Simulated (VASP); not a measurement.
Consider the following.

```yaml
crystal:
  lattice:
    - [1.13346, -1.96321, 0.00000]
    - [1.13346, 1.96321, 0.00000]
    - [0.00000, 0.00000, 3.55783]
  atoms:
    - { symbol: Be, position: [0.33333, 0.66667, 0.25000] }
    - { symbol: Be, position: [0.66667, 0.33333, 0.75000] }
```

Level of theory: PBE GGA, VASP's PBE PAW potentials (set 64) (plane waves; VASP). Settings: 520 eV cut-off, Gaussian smearing of 0.050 eV, potentials Be.

Problem. Predict the band gap (along the path) with the smallest direct gap where there is one.

Solution. 
| Item | Result |
|---|---|
| band gap (along the path) | none (metal, semimetal or under 0.01 eV) |

Total energies compare only between runs with the same potentials, cut-off and functional.

The compound is Be in the hcp structure. It was relaxed first.
